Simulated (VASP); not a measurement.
Consider the following.

```
CELL_PARAMETERS angstrom
      5.48212     0.00000     0.00000
      0.00000     5.48212     0.00000
      0.00000     0.00000     5.48212
ATOMIC_POSITIONS crystal
  N  0.05740 0.05740 0.05740
  N  0.94260 0.94260 0.94260
  N  0.44260 0.94260 0.55740
  N  0.55740 0.05740 0.44260
  N  0.55740 0.44260 0.94260
  N  0.44260 0.55740 0.05740
  N  0.94260 0.55740 0.44260
  N  0.05740 0.44260 0.55740
```

Computed with revPBE GGA, VASP's PBE PAW potentials (set 64) (plane waves; VASP). Run with 400 eV cut-off, 5×5×5 Γ-centred mesh shifted by (0.5, 0.5, 0.5), Gaussian smearing of 0.010 eV, potentials N.

At this cut-off the stress carries a Pulay error, which pulls relaxed volumes low.

**Question.** Which forces act on the atoms, in eV/Å?

**Answer.** 
```json
[
 {"atom": "N1", "Fx": "2.784", "Fy": "2.784", "Fz": "2.784"},
 {"atom": "N2", "Fx": "-2.784", "Fy": "-2.784", "Fz": "-2.784"},
 {"atom": "N3", "Fx": "-2.784", "Fy": "-2.784", "Fz": "2.784"},
 {"atom": "N4", "Fx": "2.784", "Fy": "2.784", "Fz": "-2.784"},
 {"atom": "N5", "Fx": "2.784", "Fy": "-2.784", "Fz": "-2.784"},
 {"atom": "N6", "Fx": "-2.784", "Fy": "2.784", "Fz": "2.784"},
 {"atom": "N7", "Fx": "-2.784", "Fy": "2.784", "Fz": "-2.784"},
 {"atom": "N8", "Fx": "2.784", "Fy": "-2.784", "Fz": "2.784"}
]
```

**Question.** Give the stress tensor in GPa (positive for a compressed cell).

**Answer.** 
```
4.09  0.00  0.00
0.00  4.09  0.00
0.00  0.00  4.09
```
The pressure is its mean diagonal, 4.09 GPa.

The structure comes from a computed database's N2 entry; how it stands against other phases isn't given here. The cell was not relaxed at this level.
